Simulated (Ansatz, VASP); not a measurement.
# Two plane-wave programs on BeGa3

```xyz
4
Lattice="-2.0572 2.0572 3.8158 2.0572 -2.0572 3.8158 2.0572 2.0572 -3.8158" Properties=species:S:1:pos:R:3 pbc="T T T"
Ga    0.0000    0.0000    3.8158
Ga    2.0572    0.0000    1.9079
Ga    0.0000    2.0572    1.9079
Be    0.0000    0.0000    0.0000
```

Change from the starting cell: volume scaled by 1.02.

Alike in both runs: task single point; functional PBE; k mesh 9 × 9 × 9; occupations fermi-dirac, width 0.05 eV; no spin polarisation.

```csv
,VASP,Ansatz
version,VASP 6.6.1,Ansatz 0.2.0
potentials or method,"VASP PAW PBE potentials, release 64 (Ga_d, Be)",Ansatz PAW
plane-wave cutoff (eV),520,420
valence electrons in the cell,41,41
```

VASP gave:

```
gap on the k mesh at the Fermi level (eV)       : none
pressure (GPa)                                  : -1.2
largest component of the traceless stress (GPa) : 2.31
```

Problem. What did Ansatz give for the same quantities?

Solution. gap on the k mesh at the Fermi level (eV): none; pressure (GPa): -1.3; largest component of the traceless stress (GPa): 2.30.

A gap of «none» marks a metal or a gap that the smearing closes.
